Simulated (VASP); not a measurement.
Here is a VASP 6.6.1 calculation.

The input INCAR:

```
SYSTEM = AlN
  PREC = Accurate
  ENCUT = 520
  EDIFF = 1E-7
  ISMEAR = 0
  SIGMA = 0.02
  LREAL = .FALSE.
  LASPH = .TRUE.
  NELM = 80
  ALGO = Fast
  ISIF = 3
  LWAVE = .FALSE.
  LCHARG = .FALSE.
  GGA = PE
  IBRION = 2
  NSW = 80
  EDIFFG = -0.002
  KPAR = 4
```

File KPOINTS:

```
regular mesh
0
G
  12 12 6
  0 0 0
```

Contents of POSCAR:

```
AlN
1.0
    3.1130000000      0.0000000000      0.0000000000
   -1.5565000000      2.6959370800      0.0000000000
    0.0000000000      0.0000000000      4.9810000000
Al N
2 2
Direct
    0.3333333300      0.6666666700      0.0000000000
    0.6666666700      0.3333333300      0.5000000000
    0.3333333300      0.6666666700      0.3800000000
    0.6666666700      0.3333333300      0.8800000000
```

Potentials or basis: VASP PAW PBE potentials, release 64 (Al, N).

Launch:

```console
$ cat potpaw_PBE.64/Al/POTCAR potpaw_PBE.64/N/POTCAR > POTCAR
$ mpirun -np 4 vasp_std > vasp.out
```

Question: Estimate the relaxed volume.

Answer: 10.63 Å³/atom.

Question: What does it give for the band gap on the k mesh?

Answer: 4.06 eV, direct.

Final structure:
```
Al N
1.0
     3.12858    0.00000    0.00000
    -1.56429    2.70943    0.00000
     0.00000    0.00000    5.01642
Al N
2 2
Direct
  0.33333 0.66667 0.99926
  0.66667 0.33333 0.49926
  0.33333 0.66667 0.38074
  0.66667 0.33333 0.88074
```

A k mesh can miss the band edges. PBE usually gives volumes a little too large and moduli too small.
